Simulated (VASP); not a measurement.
```yaml
crystal:
  lattice:
    - [0.00000, 3.33540, 3.33540]
    - [3.33540, 0.00000, 3.33540]
    - [3.33540, 3.33540, 0.00000]
  atoms:
    - { symbol: Na, position: [0.25000, 0.25000, 0.25000] }
    - { symbol: Na, position: [0.75000, 0.75000, 0.75000] }
    - { symbol: S, position: [0.00000, 0.00000, 0.00000] }
```

The base run (VASP): PBE GGA, plane waves, VASP's PBE PAW potentials (set 64). Run with 400 eV cut-off, 5×5×5 Γ-centred mesh, Gaussian smearing of 0.050 eV, potentials Na_pv S.

One setting is varied; ΔE counts from the base run. The base run took about 6 core-seconds. Times come from single runs on busy shared machines, so they are rough: good to a factor of about 2.

```tsv
setting	cost over the base run	electronic steps	ΔE (meV/atom)
AMIX = 1.0, BMIX = 0.0001, IMIX = 4	within a factor of 2	12	0.0
base run	reference	14	0.0
AMIX = 0.1, BMIX = 1.0, IMIX = 4	within a factor of 2	16	0.0
AMIX = 0.05, BMIX = 1.0, IMIX = 4	within a factor of 2	20	0.0
AMIX = 0.2, BMIX = 1.0, IMIX = 1	about 3 times	44	0.0
AMIX = 0.1, BMIX = 1.0, IMIX = 1	___	___	0.0
```

Problem. Complete the blanks.

Solution. 
- AMIX = 0.1, BMIX = 1.0, IMIX = 1, cost over the base run: about 5 times
- AMIX = 0.1, BMIX = 1.0, IMIX = 1, electronic steps: 80

Left out are runs that failed, have no time on record or changed the cell.

The compound is Na2S in the antifluorite structure. The cell was not relaxed at this level.
